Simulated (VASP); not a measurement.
An input for Quantum ESPRESSO's pw.x (written as the equivalent of a VASP run, and not itself run):

```
&CONTROL
  calculation = 'scf'
  pseudo_dir = './pseudo'
  outdir = './out'
  tprnfor = .true.
  tstress = .true.
/
&SYSTEM
  ibrav = 0
  nat = 2
  ntyp = 2
  ecutwfc = 88
  occupations = 'smearing'
  smearing = 'gaussian'
  degauss = 0.003675
  input_dft = 'pbe'
/
&ELECTRONS
  conv_thr = 7.3e-08
  electron_maxstep = 100
/
ATOMIC_SPECIES
  Be 9.012 Be.upf
  Se 78.971 Se.upf
CELL_PARAMETERS angstrom
     0.0000000    2.5908117    2.5908117
     2.5908117    0.0000000    2.5908117
     2.5908117    2.5908117    0.0000000
ATOMIC_POSITIONS crystal
  Be   0.0000000  0.0000000  0.0000000
  Se   0.2500000  0.2500000  0.2500000
K_POINTS automatic
  8 8 8 0 0 0
```

### Question
Translate this input to VASP (INCAR, KPOINTS, POSCAR, choice of POTCAR).

### Answer
This is not unique; one that fits is 
### KPOINTS
```
Automatic
0
G
 8 8 8
0 0 0
```

### INCAR
```
! general
SYSTEM  = BeSe
PREC    = Accurate
ENCUT   = 520
LREAL   = .FALSE.
LASPH   = .TRUE.

! electronic loop
EDIFF   = 1E-6
NELM    = 100
ALGO    = Normal
LMAXMIX = 4

! smearing
ISMEAR  = 0
SIGMA   = 0.05

! functional
GGA     = PE

! output
LWAVE   = .FALSE.
LCHARG  = .TRUE.
```

File POSCAR:
```
BeSe
1
    0.0000000000     2.5908116831     2.5908116831
    2.5908116831     0.0000000000     2.5908116831
    2.5908116831     2.5908116831     0.0000000000
Be Se
1 1
Direct
  0.0000000000   0.0000000000   0.0000000000
  0.2500000000   0.2500000000   0.2500000000
```

POTCAR, in this order: Be Se (PBE.64 set). Program: vasp_std.

What does not carry over: the potentials are each code's own (VASP's PAW set, PseudoDojo norm-conserving files in pw.x), so ENCUT and ecutwfc are chosen apart and not converted; conv_thr bounds pw.x's estimated SCF error, while EDIFF bounds the energy change between steps.

The compound is BeSe in the zinc blende structure. It was relaxed first.
